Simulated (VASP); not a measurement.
Consider the following.

```yaml
crystal:
  lattice:
    - [3.01963, 0.00000, 0.00000]
    - [0.00000, 3.01963, 0.00000]
    - [0.00000, 0.00000, 3.01963]
  atoms:
    - { symbol: Hg, position: [0.00000, 0.00000, 0.00000] }
```

Computed with r2SCAN meta-GGA, VASP's PBE PAW potentials (set 64) (plane waves; VASP). Run with 400 eV cut-off, 14×14×14 Γ-centred mesh, tetrahedra with Blöchl corrections, potentials Hg.

Problem. Give the energies of bands 3 to 9 at the high-symmetry points, in eV from the Fermi level.

Solution. 
```
band      Γ      X      M      R
----  -----  -----  -----  -----
3     -8.40  -6.99  -6.89  -7.88
4     -6.34  -6.99  -6.89  -5.69
5     -6.34  -6.28  -5.73  -5.69
6     -6.34  -3.03   0.49   4.53
7     10.23  -1.65   1.57   4.85
8     10.23  14.11   1.57   4.85
9     10.23  14.11   7.50   4.85
```

It has no gap at this level: it comes out as a metal or semimetal.

The structure was generated: Hg was put into the simple-cubic type (Pm-3m), which need not be its known phase. It was relaxed first, which changed the volume by +5 %.
